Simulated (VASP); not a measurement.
Level of theory: PBEsol GGA, VASP's PBE PAW potentials (set 64) (plane waves; VASP).

VASP input:

INCAR:
```
ALGO = Normal
EDIFF = 1E-7
ENCUT = 480
GGA = PS
ISIF = 2
ISMEAR = 1
LASPH = T
LCHARG = F
LREAL = F
LWAVE = F
NELM = 100
PREC = Accurate
SIGMA = 0.1
SYSTEM = Mg
```

KPOINTS:
```
K-points
0
G
12 12 8
```

POSCAR:
```
Mg
1
    1.5636025248    -2.7082394526     0.0000000000
    1.5636025248     2.7082394526     0.0000000000
    0.0000000000     0.0000000000     4.9897405413
Mg
2
Direct
  0.3333330000   0.6666670000   0.2500000000
  0.6666670000   0.3333330000   0.7500000000
```

POTCAR, in this order: Mg (PBE.64 set). Program: vasp_std.

**Question.** What does the run give for the energy per atom (σ→0), pressure, band gap (on the k-mesh)?

**Answer.** 
| Item | Value |
|---|---|
| energy per atom (σ→0) | -1.713 eV/atom |
| band gap (on the k-mesh) | none (metal, semimetal or under 0.01 eV) |
| pressure | 2.63 GPa |

OSZICAR:
```
...
DAV:   4    -0.344577501777E+01   -0.90024E-04   -0.90024E-04  1596   0.162E-01
DAV:   5    -0.344577545265E+01   -0.43488E-06   -0.43486E-06  1554   0.926E-03    0.960E-01
DAV:   6    -0.343480403250E+01    0.10971E-01   -0.39524E-04  1440   0.198E-01    0.610E-01
DAV:   7    -0.342523521370E+01    0.95688E-02   -0.16846E-03  1248   0.357E-01    0.301E-02
DAV:   8    -0.342523571765E+01   -0.50395E-06   -0.13044E-05  1848   0.314E-02    0.624E-03
DAV:   9    -0.342523541124E+01    0.30641E-06   -0.94870E-07  1362   0.644E-03    0.601E-04
DAV:  10    -0.342523533149E+01    0.79751E-07   -0.43804E-09  1044   0.523E-04
   1 F= -.34252353E+01 E0= -.34253390E+01  d E =0.310953E-03
```

The compound is Mg in the hcp structure. This cell was strained or had an atom moved on purpose.
